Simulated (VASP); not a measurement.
Here is the system:

```yaml
crystal:
  lattice:
    - [2.34090, -4.05456, 0.00000]
    - [2.34090, 4.05456, 0.00000]
    - [0.00000, 0.00000, 7.66020]
  atoms:
    - { symbol: Ag, position: [0.66667, 0.33333, 0.50000] }
    - { symbol: Ag, position: [0.33333, 0.66667, 0.00000] }
    - { symbol: I, position: [0.66667, 0.33333, 0.87500] }
    - { symbol: I, position: [0.33333, 0.66667, 0.37500] }
```

These are PBE GGA, VASP's PBE PAW potentials (set 64) (plane waves; VASP) values and carry that method's errors. Run with 400 eV cut-off, 4×4×3 Γ-centred mesh, Gaussian smearing of 0.050 eV, potentials Ag I.

**Question.** What does the run give for the energy per atom (σ→0)?

**Answer.** 
```json
{
 "energy per atom (σ→0)": "-2.391 eV/atom"
}
```

Only differences to runs with the same potentials and settings are physical.

The compound is AgI in the wurtzite structure. The cell was not relaxed at this level.
